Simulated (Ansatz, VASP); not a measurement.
**SiP7 in VASP and in Ansatz**

```
Si P
1.0
     3.30000    1.90526    3.93333
    -3.30000    1.90526    3.93333
     0.00000   -3.81051    3.93333
Si P
1 7
Direct
  0.00000 0.00000 0.00000
  0.50000 0.00000 0.50000
  0.56200 0.56200 0.56200
  0.00000 0.50000 0.50000
  0.50000 0.50000 0.00000
  0.06167 0.56167 0.06167
  0.56167 0.06167 0.06167
  0.06167 0.06167 0.56167
```

Alike in both runs: task relaxation of cell and atoms; functional PBE; k mesh 3 × 3 × 3; occupations gaussian, width 0.2 eV; no spin polarisation.

|  | VASP | Ansatz |
| --- | --- | --- |
| version | VASP 6.6.1 | Ansatz 0.2.0 |
| potentials or method | VASP PAW PBE potentials, release 64 (Si, P) | scalar-relativistic, plane waves, PAW |
| plane-wave cutoff (eV) | 600 | 420 |
| valence electrons in the cell | 39 | 39 |

|  | VASP | Ansatz | Ansatz less VASP |
| --- | --- | --- | --- |
| gap on the k mesh at the Fermi level, each at its own relaxed structure (eV) | none | none | - |
| relaxed volume (Å³/atom) | 16.23 | 16.24 | +0.007 |
| relaxed cell length with the largest relative difference (Å) | 5.075 | 5.076 | +0.0018 |
| energy change over the relaxation (meV/atom) | -105 | -110 | -4.6 |

A gap of «none» marks a metal or a gap that the smearing closes.

Caveats: the k mesh is coarse (spacing up to 0.41 Å⁻¹), so the values aren't converged.
